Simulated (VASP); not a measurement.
# MgH20Cl2O10 in VASP: further runs, part 2 of 2

VASP 6.6.1.

### Step 4. Single point, PBE+D3(BJ)

INCAR

```
SYSTEM = MgH20Cl2O10
PREC = Accurate ; ENCUT = 520
EDIFF = 1E-6 ; ISMEAR = -1
SIGMA = 0.02 ; LREAL = Auto
LASPH = .TRUE. ; NELM = 60
ALGO = Normal ; ISIF = 2
LWAVE = .FALSE. ; LCHARG = .FALSE.
GGA = PE ; IVDW = 12
NBANDS = 70
```

KPOINTS

```
regular mesh
0
G
  1 1 1
  0 0 0
```

POSCAR

```
MgH20Cl2O10
1.0
    7.1530900000      0.0000000000      0.0000000000
    0.0000000000      7.1530900000      0.0000000000
    0.0000000000      0.0000000000      7.1530900000
O H Mg Cl
10 20 1 2
Direct
    0.2641795364      0.3735867996      0.3793046082
    0.0546477117      1.1093527413      0.3322340415
    0.7071349585      0.0632453946      0.1520461786
    0.8951096659      0.6649434021      0.2807877435
    0.6712623496      0.4461148958      0.5972943162
    0.3307242045      0.8342408665      0.2496403652
    0.3274109511      0.5280515134      0.7990672562
    0.0884373047      0.7965229013      0.9089358585
    0.8111040124     -0.1559186310      0.6444627427
    0.9760117655      0.2263776913      0.7138593251
    0.3437115988      0.4139329996      0.2702608243
    0.1702760625      0.2753215743      0.3483809095
   -0.0703751805      1.0843285909      0.2786208478
    0.1194169233      0.9923683331      0.3171636314
    0.6663413993      0.1836129561      0.0909397198
    0.7071768984     -0.0284772036      0.0423732960
    0.7884284973      0.6250445612      0.2038559560
    0.9955417868      0.6796083930      0.1762175507
    0.7523042489      0.4700625883      0.4908088672
    0.7704502530      0.4053073567      0.6971951982
    0.4263052751      0.9242579081      0.2518352209
    0.3836244197      0.7447271040      0.1569950888
    0.3733351600      0.5039081013      0.9296401975
    0.2160045519      0.6115678679      0.8230429087
    0.2020245796      0.8782637993      0.8853516452
   -0.0060812879      0.8169336608      0.8065185815
    0.6780006962     -0.1318451187      0.6636991845
    0.8340870868     -0.1794469243      0.5156932179
    0.9416769536      0.1188577244      0.6334605045
    1.0110735361      0.1504944017      0.8273347602
    0.4081732510      0.3602499060      0.6043961421
    0.4446609787      0.0485664237      0.7073166981
    0.5676008550      0.4749975186      0.1037174144
```

Potentials or basis: VASP PAW PBE potentials, release 64 (O, H, Mg, Cl).

Launch:

```bash
$ cat potpaw_PBE.64/O/POTCAR potpaw_PBE.64/H/POTCAR potpaw_PBE.64/Mg/POTCAR potpaw_PBE.64/Cl/POTCAR > POTCAR
$ mpirun -np 1 vasp_gam > vasp.out
```

OUTCAR:

```text
SYSTEM = MgH20Cl2O10
   PREC = Accurate
   ENCUT = 520
   EDIFF = 1E-6
   ISMEAR = -1
   LREAL = Auto
   LASPH = .TRUE.
   NELM = 60
   ISIF = 2
   GGA = PE
   IVDW = 12
 IVDW          = 12

 ion  position               nearest neighbor table
   1  0.264  0.374  0.379-  12 1.00  11 1.01  31 1.91
   2  0.055  0.109  0.332-  14 0.96  13 0.99
   3  0.707  0.063  0.152-  15 1.01  16 1.02
   4  0.895  0.665  0.281-  17 0.98  18 1.04
   5  0.671  0.446  0.597-  19 0.97  20 1.05  31 1.98
   6  0.331  0.834  0.250-  21 0.94  22 1.00
   7  0.327  0.528  0.799-  23 1.01  24 1.01  31 1.93
   8  0.088  0.797  0.909-  26 1.01  25 1.02
   9  0.811  0.844  0.644-  28 0.95  27 0.98
  10  0.976  0.226  0.714-  29 0.99  30 1.01
  11  0.344  0.414  0.270-   1 1.01
  12  0.170  0.275  0.348-   1 1.00
  13  0.930  0.084  0.279-   2 0.99
  14  0.119  0.992  0.317-   2 0.96
  15  0.666  0.184  0.091-   3 1.01
  16  0.707  0.972  0.042-   3 1.02
[... 12 lines left out ...]
  29  0.942  0.119  0.633-  10 0.99
  30  0.011  0.150  0.827-  10 1.01
  31  0.408  0.360  0.604-   1 1.91   7 1.93   5 1.98  32 2.36
  32  0.445  0.049  0.707-  31 2.36
  33  0.568  0.475  0.104-

  LATTYP: Found a simple cubic cell.
 ALAT       =     7.1530900000

  Lattice vectors:

 A1 = (   7.1530900000,   0.0000000000,   0.0000000000)
 A2 = (   0.0000000000,   7.1530900000,   0.0000000000)
 A3 = (   0.0000000000,   0.0000000000,   7.1530900000)

Analysis of symmetry for initial positions (statically):
=====================================================================
 Subroutine PRICEL returns:
 Original cell was already a primitive cell.

 Routine SETGRP: Setting up the symmetry group for a
 simple cubic supercell.

 Subroutine GETGRP returns: Found  1 space group operations
 (whereof  1 operations were pure point group operations)
 out of a pool of 48 trial point group operations.

The static configuration has the point symmetry C_1 .

Analysis of symmetry for dynamics (positions and initial velocities):
=====================================================================
 Subroutine PRICEL returns:
 Original cell was already a primitive cell.

 Routine SETGRP: Setting up the symmetry group for a
 simple cubic supercell.

 Subroutine GETGRP returns: Found  1 space group operations
 (whereof  1 operations were pure point group operations)
 out of a pool of 48 trial point group operations.

The dynamic configuration has the point symmetry C_1 .

 Subroutine INISYM returns: Found  1 space group operations
 (whereof  1 operations are pure point group operations),
 and found     1 'primitive' translations

----------------------------------------------------------------------------------------

                                     Primitive cell

  volume of cell :     366.0000

  direct lattice vectors                    reciprocal lattice vectors
     7.153090000  0.000000000  0.000000000     0.139799723  0.000000000  0.000000000
     0.000000000  7.153090000  0.000000000     0.000000000  0.139799723  0.000000000
     0.000000000  0.000000000  7.153090000     0.000000000  0.000000000  0.139799723

  length of vectors
     7.153090000  7.153090000  7.153090000     0.139799723  0.139799723  0.139799723

  position of ions in fractional coordinates (direct lattice)
     0.264179536  0.373586800  0.379304608
     0.054647712  0.109352741  0.332234042
[... 96 lines left out ...]
  0.000000  0.000000  0.000000      1.000000
   k-points           NKPTS =      1   k-points in BZ     NKDIM =      1   number of bands    NBANDS=     70
   number of dos      NEDOS =    301   number of ions     NIONS =     33
   total plane-waves  NPLWV = 157464
   dimension x,y,z NGX =    54 NGY =   54 NGZ =   54
   dimension x,y,z NGXF=   108 NGYF=  108 NGZF=  108
   ions per type =              10  20   1   2
   NGX,Y,Z   is equivalent  to a cutoff of  12.55, 12.55, 12.55 a.u.
   NGXF,Y,Z  is equivalent  to a cutoff of  25.10, 25.10, 25.10 a.u.
 SYSTEM =  MgH20Cl2O10
   PREC   = accura    normal or accurate (medium, high low for compatibility)
   ISTART =      0    job   : 0-new  1-cont  2-samecut
   ICHARG =      2    charge: 1-file 2-atom 10-const
   ISPIN  =      1    spin polarized calculation?
   LNONCOLLINEAR =      F non collinear calculations
   LSORBIT =      F    spin-orbit coupling
   LASPH  =      T    aspherical Exc in radial PAW
   ENCUT  =  520.0 eV  38.22 Ry    6.18 a.u.  13.30 13.30 13.30*2*pi/ulx,y,z
   NELM   =     60;   NELMIN=  2; NELMDL= -5     # of ELM steps
   EDIFF  = 0.1E-05   stopping-criterion for ELM
   LREAL  =      T    real-space projection
   EDIFFG = 0.1E-04   stopping-criterion for IOM
   NSW    =      0    number of steps for IOM
   IBRION =     -1    ionic relax: 0-MD 1-quasi-New 2-CG
   NFREE  =      0    steps in history (QN), initial steepest desc. (CG)
   ISIF   =      2    stress and relaxation
   ISYM   =      2    0-nonsym 1-usesym 2-fastsym
   POTIM  = 0.5000    time-step for ionic-motion
   TEBEG  =    0.0;   TEEND  =   0.0 temperature during run
   PSTRESS=    0.0 pullay stress
   NELECT =      96.0000    total number of electrons
   NUPDOWN=      -1.0000    fix difference up-down
   EMIN   =  10.00;   EMAX   =-10.00  energy-range for DOS
   EFERMI =   0.00;   METHOD = LEGACY
   ISMEAR =    -1;   SIGMA  =   0.02  broadening in eV -4-tet -1-fermi 0-gaus
   EFERMI_NEDOS =   21; number of points for ismear=-14 and -15
   IALGO  =     38    algorithm
   IMIX   =      4    mixing-type and parameters
     AMIX     =   0.40;   BMIX     =  1.00
     AMIX_MAG =   1.60;   BMIX_MAG =  1.00
  volume/ion in A,a.u.               =      11.09        74.85
  Fermi-wavevector in a.u.,A,eV,Ry     =   1.047944  1.980328 14.941746  1.098187
  Thomas-Fermi vector in A             =   2.182846
   LORBIT       =      0    0 simple, 1 ext, 2 COOP (PROOUT), +10 PAW based schemes
   GGA     = PE    functional components
   LHFCALC =     F    Hartree Fock is set to
   AEXX    =    0.0000 exact exchange contribution
   IVDW    =    12    specifies the selected vdW correction
   LEPSILON=     F    determine dielectric tensor
   LRPA    =     F    only Hartree local field effects (RPA)
 non-spin polarized calculation
  energy-cutoff  :      520.00
  volume of cell :      366.00
 maximum number of plane-waves:      4898
 NGX is ok and might be reduce to    54
   NGX = 27   NGY = 27   NGZ = 27

 number of electron      95.9999999 magnetization

 Free energy of the ion-electron system (eV)
  ---------------------------------------------------
  ext. energy  EPLUGINS =         0.00000000
  ---------------------------------------------------
  free energy    TOTEN  =      -156.60738652 eV

  energy without entropy =     -156.60738652  energy(sigma->0) =     -156.60738652

 E-fermi :  -2.3091     XC(G=0):  -7.1500

 val. band max:       -2.8107270294   @ k =   0.0000   0.0000   0.0000
 cond. band min:       1.7162857599   @ k =   0.0000   0.0000   0.0000
 fundamental gap:      4.5270127893
 Fermi energy:        -2.3091017384

 k-point     1 :       0.0000    0.0000    0.0000
  band No.  band energies     occupation
      1     -22.0298      2.00000
      2     -21.9077      2.00000
      3     -21.7469      2.00000
      4     -21.5212      2.00000
      5     -21.4436      2.00000
      6     -21.2793      2.00000
[... 52 lines left out ...]
     59       6.1405      0.00000
     60       6.6361      0.00000
 [bands above 60 left out]

------------------------ aborting loop because EDIFF is reached ----------------------------------------

 Edisp (eV)   -1.55804

 E8    (eV) :    -0.3836

  FORCE on cell =-STRESS in cart. coord.  units (eV):
  Direction    XX          YY          ZZ          XY          YZ          ZX
  --------------------------------------------------------------------------------------
  -------------------------------------------------------------------------------------
  Total      -1.04745     0.10138    -2.33011     1.34154     1.82597     2.57832
  in kB      -4.58524     0.44378   -10.20015     5.87265     7.99323    11.28669
  external pressure =       -4.78 kB  Pullay stress =        0.00 kB

 VOLUME and BASIS-vectors are now :
 -----------------------------------------------------------------------------
  energy-cutoff  :      520.00
  volume of cell :      366.00
      direct lattice vectors                 reciprocal lattice vectors
     7.153090000  0.000000000  0.000000000     0.139799723  0.000000000  0.000000000
     0.000000000  7.153090000  0.000000000     0.000000000  0.139799723  0.000000000
     0.000000000  0.000000000  7.153090000     0.000000000  0.000000000  0.139799723

 POSITION                                       TOTAL-FORCE (eV/Angst)
 -----------------------------------------------------------------------------------
      1.88970      2.67230      2.71320         1.248615      1.373940     -0.246357
      0.39090      0.78221      2.37650        -1.214625     -0.219785      0.028786
      5.05820      0.45240      1.08760        -0.266471     -0.605300     -1.992155
      6.40280      4.75640      2.00850         1.775689      0.342714     -1.733212
      4.80160      3.19110      4.27250         1.918566     -0.594404      1.436478
      2.36570      5.96740      1.78570        -0.892024     -1.720747     -0.765335
[... 25 lines left out ...]
      3.18070      0.34740      5.05950        -0.280297     -0.010729      0.226241
      4.06010      3.39770      0.74190         0.066147     -0.157486      0.256080
 -----------------------------------------------------------------------------------
    total drift:                               -0.001732     -0.005566      0.002611

  FREE ENERGIE OF THE ION-ELECTRON SYSTEM (eV)
  ---------------------------------------------------
  free  energy   TOTEN  =      -158.1654273987 eV

  energy  without entropy=     -158.1654273987  energy(sigma->0) =     -158.16542740
```

Run time: 84 s. Hardware: 1 thread of AMD EPYC, shared host; peak memory 0.32 GiB.

What came out:

```
Free energy                : -158.1654 eV
Pressure                   : -0.5 GPa
Largest force              : 2.505 eV/Å
Band gap on the k mesh     : 4.53 eV, direct
Dispersion energy per atom : -0.047 eV
```

Forces on the atoms (eV/Å):
```
O    1.249  1.374 -0.246
O   -1.215 -0.220  0.029
O   -0.266 -0.605 -1.992
O    1.776  0.343 -1.733
O    1.919 -0.594  1.436
O   -0.892 -1.721 -0.765
O   -1.255  0.449  0.626
O    0.748  0.492 -0.492
O    0.627  0.302  1.486
O    0.231 -1.287  1.251
H   -0.527 -0.406  0.389
H   -0.413 -0.520 -0.388
H   -0.123  0.326 -0.266
H    0.824 -0.770 -0.191
H    0.191 -0.655  0.598
H    0.089  1.255  1.539
H   -0.309 -0.079  0.137
H   -1.393 -0.019  1.885
H   -0.011  0.235 -0.397
H   -1.470  0.168 -1.449
H    1.549  1.639  0.308
H   -0.459  0.207  0.693
H    0.419 -0.066 -0.572
H    0.276 -0.176 -0.358
H   -1.253 -0.527 -0.008
H    0.316  0.017  0.214
H   -0.215  0.224 -0.153
H    0.109 -0.525 -1.469
H   -0.068  0.534 -0.205
H   -0.272  1.202 -0.771
Mg   0.035 -0.428  0.382
Cl  -0.280 -0.011  0.226
Cl   0.066 -0.157  0.256
```

Stress tensor (GPa, compression positive):
```
-0.46  0.59  1.13
 0.59  0.04  0.80
 1.13  0.80 -1.02
```

Expect the measured gap to be larger: semilocal functionals such as PBE lack the derivative discontinuity.

### Step 5. Single point, PBE+D3(BJ)

INCAR

```
SYSTEM = MgH20Cl2O10
  PREC = Accurate
  ENCUT = 520
  EDIFF = 1E-7
  ISMEAR = -1
  SIGMA = 0.02
  LREAL = Auto
  LASPH = .True.
  NELM = 80
  ALGO = Normal
  ISIF = 2
  LWAVE = .False.
  LCHARG = .True.
  GGA = PE
  IVDW = 12
  LELF = .True.
  LVHAR = .True.
  NBANDS = 70
```

KPOINTS

```
regular mesh
0
Gamma
  1 1 1
  0 0 0
```

POSCAR

```
MgH20Cl2O10
1.0
    7.1530900000      0.0000000000      0.0000000000
    0.0000000000      7.1530900000      0.0000000000
    0.0000000000      0.0000000000      7.1530900000
O H Mg Cl
10 20 1 2
Direct
    0.2737558174      0.3621931221      0.3952837165
    0.0500343208      1.0813508568      0.3569785925
    0.7243163444      0.0549133312      0.1700384030
    0.9689938195      0.6580652557      0.2829546392
    0.6671242778      0.4260536356      0.5784912534
    0.3430126001      0.8636826882      0.2774884700
    0.2815846019      0.5119745453      0.8248882651
    0.0824398966      0.8412308527      0.8641440273
    0.7927203488     -0.2430837582      0.5997268313
    0.9642685888      0.2280552880      0.6693890333
    0.3332266195      0.4179312717      0.2891897068
    0.1724988781      0.2826750397      0.3452773557
   -0.0681943048      1.0580182830      0.2900424851
    0.1498233631      0.9954998469      0.3000381653
    0.6830894061      0.1834871363      0.1658723712
    0.7075403777      0.0124142154      0.0291762022
    0.8659474437      0.5951134405      0.2169691700
    1.0046427488      0.7752593634      0.2147463544
    0.6939518446      0.5603871893      0.5604151493
    0.7645646846      0.3781163106      0.6544025030
    0.4708314868      0.9221609123      0.2771110108
    0.3578872907      0.7823751693      0.1724289782
    0.3720629826      0.5160427172      0.9341836884
    0.1924203386      0.6113721483      0.8576293602
    0.1738689154      0.9104456955      0.7768810402
   -0.0377319452      0.8384208782      0.7940065063
    0.7355282822     -0.1222828176      0.5885987734
    0.8619072317     -0.2706382836      0.4748297589
    1.0222155740      0.1401492222      0.5763802776
    0.9580614811      0.1630903568      0.7931677079
    0.4009316254      0.3657719950      0.6304408305
    0.4301357875      0.0486363236      0.7079737568
    0.5739198025      0.5111916668      0.1052412314
```

Launch:

```bash
$ cat potpaw_PBE.64/O/POTCAR potpaw_PBE.64/H/POTCAR potpaw_PBE.64/Mg/POTCAR potpaw_PBE.64/Cl/POTCAR > POTCAR
$ mpirun -np 1 vasp_gam > vasp.out
```

Run time: 96 s. Hardware: 1 thread of AMD EPYC, shared host; peak memory 0.34 GiB.

The run converged. Its results:

```
Free energy                : -158.2616 eV
Pressure                   : -0.1 GPa
Largest force              : 3.260 eV/Å
Band gap on the k mesh     : 4.34 eV, direct
Dispersion energy per atom : -0.047 eV
```

Forces on the atoms (eV/Å):
```
O   -0.414  0.028  0.140
O    0.888 -0.792 -0.795
O   -0.351 -1.559 -2.841
O    0.286  0.907 -0.098
O   -2.204  0.333 -1.026
O    1.110  1.011  0.414
O    0.303 -0.059  0.757
O    0.293  0.716 -0.846
O    1.017 -0.526 -0.809
O    0.037 -0.614  1.615
H    0.883  0.696 -0.998
H   -0.329 -0.444  0.397
H   -0.206  0.217 -0.214
H   -0.234  0.579  0.701
H   -0.338  0.955 -0.010
H    0.240  0.773  2.812
H   -0.077  0.338 -0.341
H   -0.577 -1.410  0.238
H    0.086  0.420  0.406
H    1.608 -1.041  0.659
H   -1.009 -0.078  0.284
H   -0.105 -0.902 -0.787
H    0.077 -0.137 -0.258
H   -0.455  0.467 -0.633
H   -0.698 -0.671  1.109
H    0.541 -0.501 -0.054
H   -0.703  0.689 -0.209
H   -0.071  0.483  0.784
H   -0.507  0.305  0.149
H    0.383  0.517 -1.160
Mg   0.073 -0.448  0.255
Cl   0.276 -0.077  0.170
Cl   0.177 -0.174  0.189
```

Stress tensor (GPa, compression positive):
```
-0.27 -0.14  1.43
-0.14  1.04 -0.28
 1.43 -0.28 -1.00
```

Levels at points of the mesh, in eV from the valence-band top:
```tsv
k point	band 45	band 46	band 47	band 48	band 49	band 50	band 51	band 52
(0.00, 0.00, 0.00)	-0.17	-0.13	-0.08	0.00	4.34	6.71	7.23	7.53
```

Expect the measured gap to be larger: semilocal functionals such as PBE lack the derivative discontinuity.
